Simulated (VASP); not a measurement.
A VASP calculation is set up with these files.

### INCAR
```
SYSTEM = Se
PREC = Accurate
ENCUT = 400
EDIFF = 1E-6
NELM = 100
ALGO = Normal
LREAL = .FALSE.
LASPH = .TRUE.
ISMEAR = 0
SIGMA = 0.05
GGA = PE
LMAXMIX = 4
LWAVE = .FALSE.
LCHARG = .FALSE.
ISIF = 2
LSORBIT = .TRUE.
MAGMOM = 0 0 0 0 0 0 0 0 0
GGA_COMPAT = .FALSE.
```

POSCAR:
```
Se
1
    2.2287000000    -3.8602220000     0.0000000000
    2.2287000000     3.8602220000     0.0000000000
    0.0000000000     0.0000000000     5.0490000000
Se
3
Direct
  0.0000000000   0.2250000000   0.6666670000
  0.7750000000   0.7750000000   0.0000000000
  0.2250000000   0.0000000000   0.3333330000
```

### KPOINTS
```
Automatic mesh
0
Gamma
5 5 4
0 0 0
```

POTCAR, in this order: Se (PBE.64 set). Program: vasp_std.

Output of the run:

### standard output
```
 POSCAR found type information on POSCAR Se
 POSCAR found :  1 types and       3 ions
 Reading from existing POTCAR

 -----------------------------------------------------------------------------
|                                                                             |
|     EEEEEEE  RRRRRR   RRRRRR   OOOOOOO  RRRRRR      ###     ###     ###     |
|     E        R     R  R     R  O     O  R     R     ###     ###     ###     |
|     E        R     R  R     R  O     O  R     R     ###     ###     ###     |
|     EEEEE    RRRRRR   RRRRRR   O     O  RRRRRR       #       #       #      |
|     E        R   R    R   R    O     O  R   R                               |
|     E        R    R   R    R   O     O  R    R      ###     ###     ###     |
|     EEEEEEE  R     R  R     R  OOOOOOO  R     R     ###     ###     ###     |
|                                                                             |
|     ERROR: Noncollinear calculations require that VASP is compiled          |
|     without the flag -DNGXhalf and-DNGZhalf.                                |
|     You probably tried to run a noncollinear calculation                    |
|     (LNONCOLLINEAR=T) with the executable vasp_std. Use vasp_ncl            |
|     instead!                                                                |
|                                                                             |
|       ---->  I REFUSE TO CONTINUE WITH THIS SICK JOB ... BYE!!! <----       |
|                                                                             |
 -----------------------------------------------------------------------------
```

### Question
From input and log, find the fault in this run and mend it.

### Answer
The cause: LSORBIT needs the non-collinear program vasp_ncl. VASP stops with an error: ERROR: Noncollinear calculations require that VASP is compiled without the flag -DNGXhalf and-DNGZhalf. You probably tried to run a noncollinear calculation (LNONCOLLINEAR=T) with the executable vasp_std. Use vasp_ncl instead! ----> I REFUSE TO CONTINUE WITH THIS SICK JOB ... BYE!!! <---- To mend it, run vasp_ncl.

The mended run (PBE GGA with spin-orbit coupling, plane waves, VASP's PBE PAW potentials (set 64)) converges, and its OSZICAR ends with
```
   1 F= -.10575184E+02 E0= -.10575184E+02  d E =-.138645E-14  mag=    -0.0000    -0.0000     0.0000
```

The compound is Se in the trig structure. The cell was not relaxed at this level.
